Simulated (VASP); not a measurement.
Given:

```xyz
1
Lattice="-1.5365 1.5365 1.5365 1.5365 -1.5365 1.5365 1.5365 1.5365 -1.5365" Properties=species:S:1:pos:R:3 pbc="T T T"
Os     0.0000     0.0000     0.0000
```

Level of theory: r2SCAN meta-GGA, VASP's PBE PAW potentials (set 64) (plane waves; VASP 6.6.1). Settings: 400 eV cut-off, 19×19×19 Γ-centred mesh, tetrahedra with Blöchl corrections, potentials Os.

Task: Give the energies of bands 1 to 6 at the high-symmetry points, in eV from the Fermi level.

Result: 
| band | Γ | H | N | P |
|---|---|---|---|---|
| 1 | -11.41 | -7.62 | -8.07 | -4.93 |
| 2 | -3.54 | -7.62 | -5.69 | -4.93 |
| 3 | -3.54 | 2.41 | -0.29 | -4.93 |
| 4 | -3.54 | 2.41 | -0.20 | 0.75 |
| 5 | -0.03 | 2.41 | 0.62 | 0.75 |
| 6 | -0.03 | 8.23 | 3.26 | 6.25 |

It has no gap at this level: it comes out as a metal or semimetal.

The structure was generated: Os was put into the bcc type (Im-3m), which need not be its known phase. It was relaxed first.
